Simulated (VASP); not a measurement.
These are LDA (Ceperley-Alder, Perdew-Zunger), VASP's LDA PAW potentials (set 64) (plane waves; VASP) values and carry that method's errors.

VASP ran on this input.

File KPOINTS:
```
Automatic
0
gamma
13 13 13
```

**POSCAR**
```
NiAl
1
    2.8070247836     0.0000000000     0.0000000000
    0.0000000000     2.8070247836     0.0000000000
    0.0000000000     0.0000000000     2.8070247836
Al Ni
1 1
Direct
  0.5000000000   0.5000000000   0.5000000000
  0.0000000000   0.0000000000   0.0000000000
```

### INCAR
```
ALGO = Normal
EDIFF = 1E-7
ENCUT = 520
ISIF = 2
ISMEAR = 1
LASPH = .TRUE.
LCHARG = .FALSE.
LMAXMIX = 4
LREAL = .FALSE.
LWAVE = .FALSE.
NELM = 100
PREC = Accurate
SIGMA = 0.1
SYSTEM = NiAl
```

POTCAR, in this order: Al Ni (LDA.64 set). Program: vasp_std.

Output of the run:

**OUTCAR**
```
 ion  position               nearest neighbor table
   1  0.500  0.500  0.500-   2 2.43   2 2.43   2 2.43   2 2.43   2 2.43   2 2.43   2 2.43   2 2.43
  LATTYP: Found a simple cubic cell.
 ALAT       =     2.8070247836
 Subroutine PRICEL returns:
 Original cell was already a primitive cell.
 Subroutine GETGRP returns: Found 48 space group operations
The static configuration has the point symmetry O_h .
The dynamic configuration has the point symmetry O_h .
 Subroutine INISYM returns: Found 48 space group operations
 Subroutine IBZKPT returns following result:
 Found     84 irreducible k-points:

 Following reciprocal coordinates:
            Coordinates               Weight
  0.000000  0.000000  0.000000      1.000000
  0.076923  0.000000  0.000000      6.000000
  0.153846  0.000000  0.000000      6.000000
  0.230769  0.000000  0.000000      6.000000
  0.307692  0.000000  0.000000      6.000000
  0.384615  0.000000  0.000000      6.000000
  0.461538  0.000000  0.000000      6.000000
  0.076923  0.076923  0.000000     12.000000
  0.153846  0.076923  0.000000     24.000000
  0.230769  0.076923  0.000000     24.000000
  0.307692  0.076923  0.000000     24.000000
  0.384615  0.076923  0.000000     24.000000
  0.461538  0.076923  0.000000     24.000000
  0.153846  0.153846  0.000000     12.000000
  0.230769  0.153846  0.000000     24.000000
  0.307692  0.153846  0.000000     24.000000
  0.384615  0.153846  0.000000     24.000000
  0.461538  0.153846  0.000000     24.000000
  0.230769  0.230769  0.000000     12.000000
  0.307692  0.230769  0.000000     24.000000
  0.384615  0.230769  0.000000     24.000000
  0.461538  0.230769  0.000000     24.000000
  0.307692  0.307692  0.000000     12.000000
  0.384615  0.307692  0.000000     24.000000
  0.461538  0.307692  0.000000     24.000000
...
```

### OSZICAR
```
       N       E                     dE             d eps       ncg     rms          rms(c)
DAV:   1     0.411842710966E+02    0.41184E+02   -0.58481E+03  1696   0.142E+03
DAV:   2    -0.122646121509E+02   -0.53449E+02   -0.50795E+02  1694   0.212E+02
DAV:   3    -0.136359641568E+02   -0.13714E+01   -0.13578E+01  1956   0.445E+01
DAV:   4    -0.136572043485E+02   -0.21240E-01   -0.21232E-01  1954   0.504E+00
DAV:   5    -0.136577211834E+02   -0.51683E-03   -0.51682E-03  1888   0.794E-01    0.123E+01
DAV:   6    -0.150168728523E+02   -0.13592E+01   -0.51911E+01  1854   0.130E+02    0.140E+01
DAV:   7    -0.122173126464E+02    0.27996E+01   -0.15146E+01  1858   0.779E+01    0.111E+00
DAV:   8    -0.122075268695E+02    0.97858E-02   -0.30526E-01  1992   0.676E+00    0.107E+00
DAV:   9    -0.121910407389E+02    0.16486E-01   -0.53684E-02  1950   0.395E+00    0.165E-01
DAV:  10    -0.121907092169E+02    0.33152E-03   -0.80945E-04  1836   0.389E-01    0.974E-02
DAV:  11    -0.121907022075E+02    0.70094E-05   -0.57756E-05  2332   0.127E-01    0.267E-02
DAV:  12    -0.121907018180E+02    0.38952E-06   -0.18571E-06  1978   0.222E-02    0.505E-03
DAV:  13    -0.121907015974E+02    0.22057E-06   -0.78030E-07  1530   0.123E-02    0.176E-03
DAV:  14    -0.121907015991E+02   -0.16755E-08   -0.65612E-08   934   0.259E-03
   1 F= -.12190702E+02 E0= -.12190722E+02  d E =0.597200E-04
```

**OUTCAR**
```
------------------------ aborting loop because EDIFF is reached ----------------------------------------
  FORCE on cell =-STRESS in cart. coord.  units (eV):
  Direction    XX          YY          ZZ          XY          YZ          ZX
  --------------------------------------------------------------------------------------
  Total        0.7701231      0.7701231      0.7701231     -0.0000000      0.0000000     -0.0000000
  in kB       55.7868726     55.7868726     55.7868726     -0.0000000      0.0000000     -0.0000000
  external PRESSURE =      55.7868726 kB  Pullay stress =       0.0000000 kB
  volume of cell :       22.12
      direct lattice vectors                 reciprocal lattice vectors
     2.807024784  0.000000000  0.000000000     0.356249081  0.000000000  0.000000000
     0.000000000  2.807024784  0.000000000     0.000000000  0.356249081  0.000000000
     0.000000000  0.000000000  2.807024784     0.000000000  0.000000000  0.356249081
 POSITION                                       TOTAL-FORCE (eV/Angst)
 -----------------------------------------------------------------------------------
      1.40351      1.40351      1.40351         0.000000      0.000000      0.000000
      0.00000      0.00000      0.00000         0.000000      0.000000      0.000000
 -----------------------------------------------------------------------------------
    total drift:                               -0.000000      0.000000      0.000000
  FREE ENERGIE OF THE ION-ELECTRON SYSTEM (eV)
  ---------------------------------------------------
  free  energy   TOTEN  =       -12.1907015991 eV

  energy  without entropy=      -12.1907613191  energy(sigma->0) =      -12.19072151
```
(Selected blocks of OUTCAR.)

The compound is NiAl in the CsCl type structure. This cell is one point of a volume scan, at 0.97 of the reference volume. The run is not spin-polarised, so no magnetic state was tried. The electron count is odd and the run is not spin-polarised, which forces a metal.
